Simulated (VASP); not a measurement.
These are PBE GGA, VASP's PBE PAW potentials (set 64) (plane waves; VASP 6.6.1) values and carry that method's errors.

VASP input:

File KPOINTS:
```
Automatic mesh
0
Gamma
6 6 5
0 0 0
```

INCAR:
```
! general
SYSTEM  = SnO
PREC    = Accurate
ENCUT   = 620
LREAL   = .FALSE.
LASPH   = .TRUE.

! electronic loop
EDIFF   = 1E-6
NELM    = 100
ALGO    = Normal
LMAXMIX = 4

! smearing
ISMEAR  = 0
SIGMA   = 0.05

! functional
GGA     = PE

! ions
IBRION  = 2
NSW     = 40
ISIF    = 3
EDIFFG  = -0.02

! output
LWAVE   = .FALSE.
LCHARG  = .FALSE.
```

**POSCAR**
```
SnO
1
    3.8677917736     0.0000000000     0.0000000000
    0.0000000000     3.8677917736    -0.0000000000
    0.0000000000    -0.0000000000     5.0526415445
Sn O
2 2
Direct
  0.5000000000   0.0000000000   0.7698230672
  1.0000000000   0.5000000000   0.2301769328
  0.5000000000   0.5000000000   1.0000000000
  0.0000000000   1.0000000000   1.0000000000
```

POTCAR, in this order: Sn_d O (PBE.64 set). Program: vasp_std.

Output of the run:

**OUTCAR**
```
 ion  position               nearest neighbor table
   1  0.500  0.000  0.770-   3 2.26   4 2.26   3 2.26   4 2.26   2 3.59   2 3.59   2 3.59   2 3.59
  LATTYP: Found a simple tetragonal cell.
 ALAT       =     3.8677917736
 C/A-ratio  =     1.3063375280
 Subroutine PRICEL returns:
 Original cell was already a primitive cell.
 Subroutine GETGRP returns: Found 16 space group operations
The static configuration has the point symmetry D_2d.
 The point group associated with its full space group is D_4h.
The dynamic configuration has the point symmetry D_2d.
 Subroutine INISYM returns: Found 16 space group operations
 Subroutine IBZKPT returns following result:
 Found     30 irreducible k-points:

 Following reciprocal coordinates:
            Coordinates               Weight
  0.000000  0.000000  0.000000      1.000000
  0.166667  0.000000  0.000000      4.000000
  0.333333  0.000000  0.000000      4.000000
  0.500000  0.000000  0.000000      2.000000
  0.166667  0.166667  0.000000      4.000000
  0.333333  0.166667  0.000000      8.000000
  0.500000  0.166667  0.000000      4.000000
  0.333333  0.333333  0.000000      4.000000
...
```

OSZICAR:
```
       N       E                     dE             d eps       ncg     rms          rms(c)
DAV:   1     0.427576279637E+03    0.42758E+03   -0.22697E+04  1440   0.273E+03
DAV:   2     0.380486353495E+02   -0.38953E+03   -0.38382E+03  1520   0.621E+02
DAV:   3    -0.239757475930E+02   -0.62024E+02   -0.61462E+02  1776   0.204E+02
DAV:   4    -0.264770837313E+02   -0.25013E+01   -0.24990E+01  1592   0.460E+01
DAV:   5    -0.265508791316E+02   -0.73795E-01   -0.73776E-01  1992   0.795E+00    0.117E+01
DAV:   6    -0.227825272396E+02    0.37684E+01   -0.27012E+01  2424   0.535E+01    0.488E+00
DAV:   7    -0.227505812109E+02    0.31946E-01   -0.24857E+00  1680   0.102E+01    0.261E+00
DAV:   8    -0.227578373072E+02   -0.72561E-02   -0.68794E-01  2064   0.589E+00    0.114E+00
DAV:   9    -0.227303529481E+02    0.27484E-01   -0.20932E-01  2200   0.416E+00    0.284E-01
DAV:  10    -0.227334988861E+02   -0.31459E-02   -0.25026E-02  1936   0.132E+00    0.253E-01
DAV:  11    -0.227320416093E+02    0.14573E-02   -0.95705E-03  2256   0.871E-01    0.340E-02
DAV:  12    -0.227321523478E+02   -0.11074E-03   -0.94191E-04  1544   0.195E-01    0.540E-02
DAV:  13    -0.227321308148E+02    0.21533E-04   -0.17573E-04  2224   0.148E-01    0.702E-03
DAV:  14    -0.227321310728E+02   -0.25802E-06   -0.13664E-05  1736   0.323E-02    0.482E-03
DAV:  15    -0.227321312667E+02   -0.19392E-06   -0.12818E-06  1240   0.164E-02
   1 F= -.22732131E+02 E0= -.22732131E+02  d E =-.227321E+02
```

**OUTCAR**
```
------------------------ aborting loop because EDIFF is reached ----------------------------------------
  FORCE on cell =-STRESS in cart. coord.  units (eV):
  Direction    XX          YY          ZZ          XY          YZ          ZX
  --------------------------------------------------------------------------------------
  Total       -0.0251502     -0.0251502     -0.0486436      0.0000000      0.0000000      0.0000000
  in kB       -0.5330975     -0.5330975     -1.0310775      0.0000000      0.0000000      0.0000000
  external PRESSURE =      -0.6990908 kB  Pullay stress =       0.0000000 kB
  volume of cell :       75.59
      direct lattice vectors                 reciprocal lattice vectors
     3.867791774  0.000000000  0.000000000     0.258545459  0.000000000  0.000000000
     0.000000000  3.867791774  0.000000000     0.000000000  0.258545459  0.000000000
     0.000000000  0.000000000  5.052641545     0.000000000  0.000000000  0.197916276
 POSITION                                       TOTAL-FORCE (eV/Angst)
 -----------------------------------------------------------------------------------
      1.93390      0.00000      3.88964         0.000000      0.000000      0.000826
      0.00000      1.93390      1.16300        -0.000000      0.000000     -0.000826
      1.93390      1.93390      0.00000         0.000000      0.000000      0.000000
      0.00000      0.00000      0.00000         0.000000     -0.000000      0.000000
 -----------------------------------------------------------------------------------
    total drift:                                0.000000     -0.000000     -0.000000
  FREE ENERGIE OF THE ION-ELECTRON SYSTEM (eV)
  ---------------------------------------------------
  free  energy   TOTEN  =       -22.7321312667 eV

  energy  without entropy=      -22.7321312667  energy(sigma->0) =      -22.73213127

 reached required accuracy - stopping structural energy minimisation
```
(Selected blocks of OUTCAR.)

OUTCAR:
```
 val. band max:        6.1682168757   @ k =   0.0000   0.0000   0.0000

 cond. band min:       6.6298856709   @ k =   0.5000   0.5000   0.0000


 Fermi energy:         6.4198335070

 k-point     1 :       0.0000    0.0000    0.0000
  band No.  band energies     occupation
      1     -15.5766      2.00000
      2     -15.2189      2.00000
      3     -15.2134      2.00000
      4     -15.2134      2.00000
      5     -15.1848      2.00000
      6     -15.1696      2.00000
      7     -15.1414      2.00000
      8     -15.1310      2.00000
      9     -15.1136      2.00000
     10     -15.1136      2.00000
     11     -13.5181      2.00000
     12     -11.1455      2.00000
     13      -1.1864      2.00000
     14      -0.0709      2.00000
     15       0.3607      2.00000
     16       0.3607      2.00000
     17       3.0194      2.00000
     18       3.3013      2.00000
     19       3.3013      2.00000
     20       6.1682      2.00000
     21       8.0909      0.00000
     22      10.2801      0.00000
     23      11.0445      0.00000
     24      11.0445      0.00000

 k-point     2 :       0.1667    0.0000    0.0000
  band No.  band energies     occupation
      1     -15.5626      2.00000
      2     -15.2266      2.00000
      3     -15.2096      2.00000
      4     -15.2090      2.00000
      5     -15.1875      2.00000
      6     -15.1828      2.00000
      7     -15.1617      2.00000
      8     -15.1443      2.00000
      9     -15.1175      2.00000
     10     -15.1134      2.00000
     11     -13.3211      2.00000
     12     -11.2720      2.00000
     13      -1.2631      2.00000
     14      -0.0806      2.00000
     15       0.4830      2.00000
     16       0.5320      2.00000
     17       2.6631      2.00000
     18       3.0699      2.00000
     19       3.1058      2.00000
     20       6.0964      2.00000
     21       8.8314      0.00000
     22       9.5556      0.00000
     23      10.8802      0.00000
     24      11.0715      0.00000
...
```

Without a dispersion term in the relaxation, distances and binding between the weakly bound layers, chains or molecules are unreliable, and so is what depends on them. Unless said otherwise, spin-orbit coupling is left out, though it shifts the bands of the heavy elements here.

The compound is SnO in the litharge structure. It was relaxed first, which changed the volume by +8 %.
